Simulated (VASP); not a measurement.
Method: MS2 meta-GGA, VASP's PBE PAW potentials (set 64) (plane waves; VASP 6.6.1).

VASP input:

### POSCAR
```
Li2S
1
   -0.0000000000     2.8272200708     2.8272200708
    2.8272200708     0.0000000000     2.8272200708
    2.8272200708     2.8272200708    -0.0000000000
Li S
2 1
Direct
  0.2500000000   0.2500000000   0.2500000000
  0.7500000000   0.7500000000   0.7500000000
  0.0000000000   0.0000000000   0.0000000000
```

INCAR:
```
SYSTEM = Li2S
PREC = Accurate
ENCUT = 520
EDIFF = 1E-6
NELM = 100
ALGO = Normal
LREAL = .FALSE.
LASPH = .TRUE.
ISMEAR = 0
SIGMA = 0.05
METAGGA = MS2
LMIXTAU = .TRUE.
LWAVE = .FALSE.
LCHARG = .FALSE.
IBRION = 2
ISIF = 3
NSW = 60
EDIFFG = -0.02
```

**KPOINTS**
```
Automatic mesh
0
Gamma
6 6 6
0 0 0
```

POTCAR, in this order: Li_sv S (PBE.64 set). Program: vasp_std.

### Question
What will the output report for the number of irreducible k-points (NKPTS), largest plane-wave count, number of space-group operations, FFT grid (NGX, NGY, NGZ)?

### Answer

| Quantity | Result |
|---|---|
| number of irreducible k-points (NKPTS) | 16 |
| largest plane-wave count | 1243 |
| number of space-group operations | 48 |
| FFT grid (NGX, NGY, NGZ) | 30 × 30 × 30 |

The compound is Li2S in the antifluorite structure. This run relaxes it. Symmetry was kept, so distortions that lower it aren't found.
